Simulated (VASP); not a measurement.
Input:

```
CELL_PARAMETERS angstrom
      0.00000     2.43000     2.43000
      2.43000     0.00000     2.43000
      2.43000     2.43000     0.00000
ATOMIC_POSITIONS crystal
  Zr 0.00000 0.00000 0.00000
  H  0.75000 0.75000 0.75000
  H  0.25000 0.25000 0.25000
```

Computed with r2SCAN meta-GGA, VASP's PBE PAW potentials (set 64) (plane waves; VASP 6.6.1). Settings: 480 eV cut-off, 10×10×10 Γ-centred mesh, first-order Methfessel-Paxton smearing of 0.10 eV, potentials Zr_sv H.

**Question.** Give the stress tensor in GPa (positive for a compressed cell).

**Answer.** 
```
-5.07   0.00   0.00
 0.00  -5.07   0.00
 0.00   0.00  -5.07
```
The pressure is its mean diagonal, -5.07 GPa.

The structure comes from a computed database's ZrH2 entry (Fm-3m); how it stands against other phases isn't given here. This cell was strained or had an atom moved on purpose.
